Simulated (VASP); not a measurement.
# Nb3B5 (Pm-3m) in VASP: notebook

Runs on Nb3B5. Level: PBE. Tasks: relaxation of cell and atoms.

Program: VASP 6.6.1. These are calculated values, not measurements. Logs are shortened: lines on timing, memory, paths and dates and some standing lists are left out, and cuts for length are marked.

**1. Starting point**

Symmetry: Pm-3m, No. 221, cubic system. Conventional cell: a = 4.737 Å, b = 4.737 Å, c = 4.737 Å, α = 90.00°, β = 90.00°, γ = 90.00°. Nb (site symmetry 4/mmm) is surrounded by 6 B at 2.37 Å. Around B (site symmetry 4/mmm) lie 4 Nb at 2.37 Å and 2 B at 2.37 Å. B (site symmetry m-3m) has 6 B at 2.37 Å as nearest neighbours. B (site symmetry m-3m) has 6 Nb at 2.37 Å as nearest neighbours.

The cell was built by a generator and needn't be a form met in nature.

**2. Relaxation of cell and atoms, PBE**

Input file INCAR:

```
ALGO     = Fast           # electronic algorithm
EDIFF    = 1E-4           # SCF threshold, eV
EDIFFG   = -0.08          # ionic threshold
ENCUT    = 520            # plane-wave cutoff, eV
GGA      = PE             # functional
IBRION   = 2              # ionic algorithm
ISIF     = 3              # what is computed and relaxed
ISMEAR   = 0              # smearing method
LASPH    = T              # aspherical terms in the spheres
LCHARG   = F              # write CHGCAR
LREAL    = F              # projectors in reciprocal space
LWAVE    = F              # write WAVECAR
NELM     = 60             # most SCF steps
NSW      = 24             # ionic steps
PREC     = Normal         # precision mode
SIGMA    = 0.15           # smearing width, eV
```

Input file KPOINTS:

```
k-points
0
Gamma
  4 4 4
```

Input file POSCAR:

```
Nb3B5
1.0
    4.7368733900      0.0000000000      0.0000000000
    0.0000000000      4.7368733900      0.0000000000
    0.0000000000      0.0000000000      4.7368733900
Nb B
3 5
Direct
    0.5000000000      0.0000000000      0.0000000000
    0.0000000000      0.5000000000      0.0000000000
    0.0000000000      0.0000000000      0.5000000000
    0.0000000000      0.5000000000      0.5000000000
    0.5000000000      0.0000000000      0.5000000000
    0.5000000000      0.5000000000      0.0000000000
    0.5000000000      0.5000000000      0.5000000000
    0.0000000000      0.0000000000      0.0000000000
```

Potentials or basis: VASP PAW PBE potentials, release 64 (Nb_sv, B).

Started as:

```console
$ cat potpaw_PBE.64/Nb_sv/POTCAR potpaw_PBE.64/B/POTCAR > POTCAR
$ mpirun -np 1 vasp_std > vasp.out
```

OUTCAR:

```text
EDIFF = 1E-4
   EDIFFG = -0.08
   ENCUT = 520
   GGA = PE
   IBRION = 2
   ISIF = 3
   ISMEAR = 0
   LASPH = T
   LREAL = F
   NELM = 60
   NSW = 24
   PREC = Normal

 ion  position               nearest neighbor table
   1  0.500  0.000  0.000-   5 2.37   6 2.37   8 2.37   5 2.37   6 2.37   8 2.37
   2  0.000  0.500  0.000-   4 2.37   6 2.37   8 2.37   4 2.37   8 2.37   6 2.37
   3  0.000  0.000  0.500-   4 2.37   5 2.37   8 2.37   8 2.37   4 2.37   5 2.37
   4  0.000  0.500  0.500-   2 2.37   3 2.37   2 2.37   3 2.37
   5  0.500  0.000  0.500-   1 2.37   3 2.37   1 2.37   3 2.37
   6  0.500  0.500  0.000-   1 2.37   2 2.37   1 2.37   2 2.37
   7  0.500  0.500  0.500-
   8  0.000  0.000  0.000-   1 2.37   2 2.37   3 2.37   3 2.37   2 2.37   1 2.37

  LATTYP: Found a simple cubic cell.
 ALAT       =     4.7368733900

  Lattice vectors:

 A1 = (   4.7368733900,   0.0000000000,   0.0000000000)
 A2 = (   0.0000000000,   4.7368733900,   0.0000000000)
 A3 = (   0.0000000000,   0.0000000000,   4.7368733900)

Analysis of symmetry for initial positions (statically):
=====================================================================
 Subroutine PRICEL returns:
 Original cell was already a primitive cell.

 Routine SETGRP: Setting up the symmetry group for a
 simple cubic supercell.

 Subroutine GETGRP returns: Found 48 space group operations
 (whereof 48 operations were pure point group operations)
 out of a pool of 48 trial point group operations.

The static configuration has the point symmetry O_h .

Analysis of symmetry for dynamics (positions and initial velocities):
=====================================================================
 Subroutine PRICEL returns:
 Original cell was already a primitive cell.

 Routine SETGRP: Setting up the symmetry group for a
 simple cubic supercell.

 Subroutine GETGRP returns: Found 48 space group operations
 (whereof 48 operations were pure point group operations)
 out of a pool of 48 trial point group operations.

The dynamic configuration has the point symmetry O_h .

 Subroutine INISYM returns: Found 48 space group operations
 (whereof 48 operations are pure point group operations),
 and found     1 'primitive' translations

----------------------------------------------------------------------------------------

                                     Primitive cell

  volume of cell :     106.2858

  direct lattice vectors                    reciprocal lattice vectors
     4.736873390  0.000000000  0.000000000     0.211109717  0.000000000  0.000000000
     0.000000000  4.736873390  0.000000000     0.000000000  0.211109717  0.000000000
     0.000000000  0.000000000  4.736873390     0.000000000  0.000000000  0.211109717

  length of vectors
     4.736873390  4.736873390  4.736873390     0.211109717  0.211109717  0.211109717

  position of ions in fractional coordinates (direct lattice)
     0.500000000  0.000000000  0.000000000
     0.000000000  0.500000000  0.000000000
     0.000000000  0.000000000  0.500000000
     0.000000000  0.500000000  0.500000000
     0.500000000  0.000000000  0.500000000
     0.500000000  0.500000000  0.000000000
     0.500000000  0.500000000  0.500000000
     0.000000000  0.000000000  0.000000000

  ion indices of the primitive-cell ions
   primitive index   ion index
                 1           1
                 2           2
                 3           3
                 4           4
                 5           5
                 6           6
                 7           7
                 8           8

----------------------------------------------------------------------------------------

 KPOINTS: k-points

Automatic generation of k-mesh.
 Grid dimensions read from file:
 generate k-points for:    4    4    4

 Generating k-lattice:

  Cartesian coordinates                     Fractional coordinates (reciprocal lattice)
     0.052777429  0.000000000  0.000000000     0.250000000  0.000000000  0.000000000
     0.000000000  0.052777429  0.000000000     0.000000000  0.250000000  0.000000000
     0.000000000  0.000000000  0.052777429     0.000000000  0.000000000  0.250000000

  Length of vectors
     0.052777429  0.052777429  0.052777429

  Shift w.r.t. Gamma in fractional coordinates (k-lattice)
     0.000000000  0.000000000  0.000000000

 Subroutine IBZKPT returns following result:
 ===========================================

 Found     10 irreducible k-points:

 Following reciprocal coordinates:
            Coordinates               Weight
  0.000000  0.000000  0.000000      1.000000
  0.250000  0.000000  0.000000      6.000000
  0.500000  0.000000  0.000000      3.000000
  0.250000  0.250000  0.000000     12.000000
  0.500000  0.250000  0.000000     12.000000
  0.500000  0.500000  0.000000      3.000000
  0.250000  0.250000  0.250000      8.000000
  0.500000  0.250000  0.250000     12.000000
  0.500000  0.500000  0.250000      6.000000
  0.500000  0.500000  0.500000      1.000000
   k-points           NKPTS =     10   k-points in BZ     NKDIM =     10   number of bands    NBANDS=     32
   number of dos      NEDOS =    301   number of ions     NIONS =      8
   total plane-waves  NPLWV =  21952
   dimension x,y,z NGX =    28 NGY =   28 NGZ =   28
   dimension x,y,z NGXF=    56 NGYF=   56 NGZF=   56
   ions per type =               3   5
   NGX,Y,Z   is equivalent  to a cutoff of   9.83,  9.83,  9.83 a.u.
   NGXF,Y,Z  is equivalent  to a cutoff of  19.65, 19.65, 19.65 a.u.
 SYSTEM =  unknown system
   PREC   = normal    normal or accurate (medium, high low for compatibility)
   ISTART =      0    job   : 0-new  1-cont  2-samecut
   ICHARG =      2    charge: 1-file 2-atom 10-const
   ISPIN  =      1    spin polarized calculation?
   LNONCOLLINEAR =      F non collinear calculations
   LSORBIT =      F    spin-orbit coupling
   LASPH  =      T    aspherical Exc in radial PAW
   ENCUT  =  520.0 eV  38.22 Ry    6.18 a.u.   8.81  8.81  8.81*2*pi/ulx,y,z
   NELM   =     60;   NELMIN=  2; NELMDL= -5     # of ELM steps
   EDIFF  = 0.1E-03   stopping-criterion for ELM
   LREAL  =      F    real-space projection
   EDIFFG = -.8E-01   stopping-criterion for IOM
   NSW    =     24    number of steps for IOM
   IBRION =      2    ionic relax: 0-MD 1-quasi-New 2-CG
   NFREE  =      1    steps in history (QN), initial steepest desc. (CG)
   ISIF   =      3    stress and relaxation
   ISYM   =      2    0-nonsym 1-usesym 2-fastsym
   POTIM  = 0.5000    time-step for ionic-motion
   TEBEG  =    0.0;   TEEND  =   0.0 temperature during run
   PSTRESS=    0.0 pullay stress
   NELECT =      54.0000    total number of electrons
   NUPDOWN=      -1.0000    fix difference up-down
   EMIN   =  10.00;   EMAX   =-10.00  energy-range for DOS
   EFERMI =   0.00;   METHOD = LEGACY
   ISMEAR =     0;   SIGMA  =   0.15  broadening in eV -4-tet -1-fermi 0-gaus
   EFERMI_NEDOS =   21; number of points for ismear=-14 and -15
   IALGO  =     68    algorithm
   IMIX   =      4    mixing-type and parameters
     AMIX     =   0.40;   BMIX     =  1.00
     AMIX_MAG =   1.60;   BMIX_MAG =  1.00
  volume/ion in A,a.u.               =      13.29        89.66
  Fermi-wavevector in a.u.,A,eV,Ry     =   1.306314  2.468576 23.217753  1.706457
  Thomas-Fermi vector in A             =   2.437124
   LORBIT       =      0    0 simple, 1 ext, 2 COOP (PROOUT), +10 PAW based schemes
   GGA     = PE    functional components
   LHFCALC =     F    Hartree Fock is set to
   AEXX    =    0.0000 exact exchange contribution
   IVDW    =     0    specifies the selected vdW correction
   LEPSILON=     F    determine dielectric tensor
   LRPA    =     F    only Hartree local field effects (RPA)
 conjugate gradient relaxation of ions
 non-spin polarized calculation
 RMM-DIIS sequential band-by-band and
 Gauss-broadening in eV      SIGMA  =   0.15
  energy-cutoff  :      520.00
  volume of cell :      106.29
 maximum number of plane-waves:      2897
   NGX = 17   NGY = 17   NGZ = 17

--------------------------------------- Ionic step        1  -------------------------------------------

 number of electron      53.9999965 magnetization

 Free energy of the ion-electron system (eV)
  ---------------------------------------------------
  ext. energy  EPLUGINS =         0.00000000
  ---------------------------------------------------
  free energy    TOTEN  =       -60.33834513 eV

  energy without entropy =      -60.28531246  energy(sigma->0) =      -60.31182880

------------------------ aborting loop because EDIFF is reached ----------------------------------------

  FORCE on cell =-STRESS in cart. coord.  units (eV):
  Direction    XX          YY          ZZ          XY          YZ          ZX
  --------------------------------------------------------------------------------------
  -------------------------------------------------------------------------------------
  Total      -11.7333660    -11.7333660    -11.7333660     -0.0000000     -0.0000000     -0.0000000
  in kB     -176.8715051   -176.8715051   -176.8715051     -0.0000000     -0.0000000     -0.0000000
  external PRESSURE =    -176.8715051 kB  Pullay stress =       0.0000000 kB

 VOLUME and BASIS-vectors are now :
 -----------------------------------------------------------------------------
  energy-cutoff  :      520.00
  volume of cell :      106.29
      direct lattice vectors                 reciprocal lattice vectors
     4.736873390  0.000000000  0.000000000     0.211109717  0.000000000  0.000000000
     0.000000000  4.736873390  0.000000000     0.000000000  0.211109717  0.000000000
     0.000000000  0.000000000  4.736873390     0.000000000  0.000000000  0.211109717
[... 43 lines left out ...]
 POSITION                                       TOTAL-FORCE (eV/Angst)
 -----------------------------------------------------------------------------------
      2.20086     -0.00000     -0.00000         0.000000      0.000000      0.000000
     -0.00000      2.20086      0.00000        -0.000000      0.000000      0.000000
     -0.00000     -0.00000      2.20086        -0.000000     -0.000000      0.000000
     -0.00000      2.20086      2.20086         0.000000     -0.000000      0.000000
      2.20086     -0.00000      2.20086        -0.000000     -0.000000      0.000000
      2.20086      2.20086     -0.00000        -0.000000      0.000000      0.000000
      2.20086      2.20086      2.20086        -0.000000     -0.000000      0.000000
      0.00000      0.00000      0.00000        -0.000000     -0.000000      0.000000
 -----------------------------------------------------------------------------------
    total drift:                               -0.000000     -0.000000     -0.000000

  FREE ENERGIE OF THE ION-ELECTRON SYSTEM (eV)
  ---------------------------------------------------
  free  energy   TOTEN  =       -60.4611470742 eV

  energy  without entropy=      -60.4166311250  energy(sigma->0) =      -60.43888910

--------------------------------------- Ionic step        3  -------------------------------------------

 number of electron      54.0000015 magnetization

 Free energy of the ion-electron system (eV)
  ---------------------------------------------------
  ext. energy  EPLUGINS =         0.00000000
  ---------------------------------------------------
  free energy    TOTEN  =       -61.07645451 eV

  energy without entropy =      -61.03279199  energy(sigma->0) =      -61.05462325

 E-fermi :   8.5224     XC(G=0): -12.0559

 val. band max:        8.5195702464   @ k =   0.2500   0.2500   0.2500
 cond. band min:       8.5633845445   @ k =   0.5000   0.2500   0.0000
 fundamental gap:      0.0438142982
 Fermi energy:         8.5224068276

 k-point     1 :       0.0000    0.0000    0.0000
  band No.  band energies     occupation
      1     -45.8438      2.00000
      2     -45.7612      2.00000
      3     -45.7612      2.00000
      4     -22.1548      2.00000
      5     -22.1548      2.00000
      6     -22.1548      2.00000
[... 361 lines left out ...]
 POSITION                                       TOTAL-FORCE (eV/Angst)
 -----------------------------------------------------------------------------------
      2.27738     -0.00000     -0.00000         0.000000      0.000000      0.000000
     -0.00000      2.27738      0.00000        -0.000000      0.000000      0.000000
     -0.00000     -0.00000      2.27738        -0.000000     -0.000000      0.000000
     -0.00000      2.27738      2.27738         0.000000     -0.000000      0.000000
      2.27738     -0.00000      2.27738        -0.000000     -0.000000      0.000000
      2.27738      2.27738     -0.00000        -0.000000      0.000000      0.000000
      2.27738      2.27738      2.27738         0.000000     -0.000000      0.000000
      0.00000      0.00000      0.00000        -0.000000      0.000000      0.000000
 -----------------------------------------------------------------------------------
    total drift:                                0.000000     -0.000000     -0.000000

  FREE ENERGIE OF THE ION-ELECTRON SYSTEM (eV)
  ---------------------------------------------------
  free  energy   TOTEN  =       -61.0764545129 eV

  energy  without entropy=      -61.0327919929  energy(sigma->0) =      -61.05462325

 reached required accuracy - stopping structural energy minimisation
```

Wall time 57 s (1 thread of Intel Xeon Platinum 8488C (Sapphire Rapids), shared host); peak memory 0.17 GiB.

Results:

```
Free energy                            : -61.0765 eV
Relaxed volume                         : 11.81 Å³/atom
Relaxed cell                           : a = 4.555 Å, b = 4.555 Å, c = 4.555 Å, α = 90.00°, β = 90.00°, γ = 90.00°
Space group after relaxing (to 0.05 Å) : Pm-3m (No. 221)
Energy gained by relaxing              : 92.3 meV/atom
Ionic steps                            : 3
Pressure after relaxing                : -0.5 GPa
Band gap on the k mesh                 : none (metal or under the smearing width)
```

Step by step:
| step | energy change (eV) | largest force (eV/Å) | pressure (GPa) | volume (Å³) |
| --- | --- | --- | --- | --- |
| 1 | 0.0000 | 0.0000 | -17.69 | 106.29 |
| 2 | -0.1228 | 0.0000 | 23.51 | 85.28 |
| 3 | -0.7381 | 0.0000 | -0.52 | 94.49 |

Final structure:
```cif
data_structure
_symmetry_space_group_name_H-M 'P 1'
_symmetry_Int_Tables_number 1
_cell_length_a 4.5548
_cell_length_b 4.5548
_cell_length_c 4.5548
_cell_angle_alpha 90.000
_cell_angle_beta 90.000
_cell_angle_gamma 90.000
_cell_volume 94.49
loop_
_atom_site_label
_atom_site_type_symbol
_atom_site_fract_x
_atom_site_fract_y
_atom_site_fract_z
_atom_site_occupancy
Nb1 Nb 0.50000 0.00000 0.00000 1
Nb2 Nb 0.00000 0.50000 0.00000 1
Nb3 Nb 0.00000 0.00000 0.50000 1
B1 B 0.00000 0.50000 0.50000 1
B2 B 0.50000 0.00000 0.50000 1
B3 B 0.50000 0.50000 0.00000 1
B4 B 0.50000 0.50000 0.50000 1
B5 B 0.00000 0.00000 0.00000 1
```

Levels at points of the mesh, in eV from the Fermi level:
```csv
k point,band 23,band 24,band 25,band 26,band 27,band 28,band 29,band 30,band 31,band 32
"(0.00, 0.00, 0.00)",-0.95,0.60,0.60,0.60,1.26,1.27,1.32,1.93,1.93,2.12
"(0.50, 0.00, 0.00)",-1.65,-1.65,-1.46,-0.23,-0.23,0.47,1.59,1.59,2.30,2.65
"(0.50, 0.50, 0.00)",-2.25,-2.25,-2.22,-1.32,-1.32,1.55,2.05,2.18,2.96,3.04
"(0.50, 0.50, 0.50)",-2.84,-2.19,-2.19,-2.19,0.67,0.67,1.14,3.39,3.40,3.92
```

Caveat: the relaxation stopped at a loose force limit of 0.08 eV/Å, so its end isn't a converged minimum.

**3. Relaxation of cell and atoms, PBE**

This run uses another cell than the first one, of 11.38 Å³/atom, 0.857 times its volume.

INCAR is that of step 2.

Input file KPOINTS:

```
k-points
0
Gamma
  5 5 3
```

Input file POSCAR:

```
Nb3B5
1.0
    3.4925137900      0.0000000000      0.0000000000
    0.0000000000      3.4925137900      0.0000000000
    0.0000000000      0.0000000000      7.4649278300
Nb B
3 5
Direct
    0.0000000000      0.0000000000      0.5000000000
    0.5000000000      0.5000000000      0.0000000000
    0.5000000000      0.5000000000      0.5000000000
    0.0000000000      0.5000000000      0.2504879800
    0.0000000000      0.5000000000      0.7495120200
    0.5000000000      0.0000000000      0.2504879800
    0.5000000000      0.0000000000      0.7495120200
    0.0000000000      0.0000000000      0.0000000000
```

Potentials or basis: VASP PAW PBE potentials, release 64 (Nb_sv, B).

Started as:

```console
$ cat potpaw_PBE.64/Nb_sv/POTCAR potpaw_PBE.64/B/POTCAR > POTCAR
$ mpirun -np 1 vasp_std > vasp.out
```

Run time: 1.9 min. Hardware: 1 thread of Intel Xeon Platinum 8488C (Sapphire Rapids), shared host; peak memory 0.16 GiB.

It converged, with:

* Free energy: -60.0039 eV
* Relaxed volume: 10.78 Å³/atom
* Relaxed cell: a = 3.593 Å, b = 3.593 Å, c = 6.682 Å, α = 90.00°, β = 90.00°, γ = 90.00°
* Space group after relaxing (to 0.05 Å): P4/mmm (No. 123)
* Energy gained by relaxing: 96.0 meV/atom
* Ionic steps: 10
* Pressure after relaxing: 0.4 GPa
* Band gap on the k mesh: none (metal or under the smearing width)

Stress tensor (GPa, compression positive):
```
0.27 0.00 0.00
0.00 0.27 0.00
0.00 0.00 0.70
```

Step by step:
| step | energy change (eV) | largest force (eV/Å) | pressure (GPa) | volume (Å³) |
| --- | --- | --- | --- | --- |
| 1 | 0.0000 | 0.1228 | -8.08 | 91.05 |
| 2 | -0.5929 | 0.4484 | 9.64 | 83.47 |
| 3 | -0.6042 | 0.3595 | 7.40 | 84.31 |
| 4 | -0.7489 | 0.2070 | -2.20 | 87.62 |
| 5 | -0.7568 | 0.2345 | -0.49 | 86.92 |
| 6 | -0.7569 | 0.2345 | -0.58 | 86.98 |
| 7 | -0.7548 | 0.2218 | -1.44 | 87.30 |
| 8 | -0.7568 | 0.2299 | -0.73 | 87.03 |
| 9 | -0.7655 | 0.1208 | -0.38 | 86.67 |
| 10 | -0.7678 | 0.0020 | 0.42 | 86.26 |

Final structure:
```cif
data_structure
_symmetry_space_group_name_H-M 'P 1'
_symmetry_Int_Tables_number 1
_cell_length_a 3.5930
_cell_length_b 3.5930
_cell_length_c 6.6823
_cell_angle_alpha 90.000
_cell_angle_beta 90.000
_cell_angle_gamma 90.000
_cell_volume 86.26
loop_
_atom_site_label
_atom_site_type_symbol
_atom_site_fract_x
_atom_site_fract_y
_atom_site_fract_z
_atom_site_occupancy
Nb1 Nb 0.00000 0.00000 0.50000 1
Nb2 Nb 0.50000 0.50000 0.00000 1
Nb3 Nb 0.50000 0.50000 0.50000 1
B1 B 0.00000 0.50000 0.24585 1
B2 B 0.00000 0.50000 0.75415 1
B3 B 0.50000 0.00000 0.24585 1
B4 B 0.50000 0.00000 0.75415 1
B5 B 0.00000 0.00000 0.00000 1
```

Levels at points of the mesh, in eV from the Fermi level:
| k point | band 23 | band 24 | band 25 | band 26 | band 27 | band 28 | band 29 | band 30 | band 31 | band 32 |
| --- | --- | --- | --- | --- | --- | --- | --- | --- | --- | --- |
| (0.00, 0.00, 0.00) | -2.82 | -1.76 | -1.47 | -0.29 | -0.29 | 0.13 | 0.62 | 1.83 | 1.83 | 1.93 |

Caveat: the relaxation stopped at a loose force limit of 0.08 eV/Å, so its end isn't a converged minimum.

(Continued in part 2 of 3.)
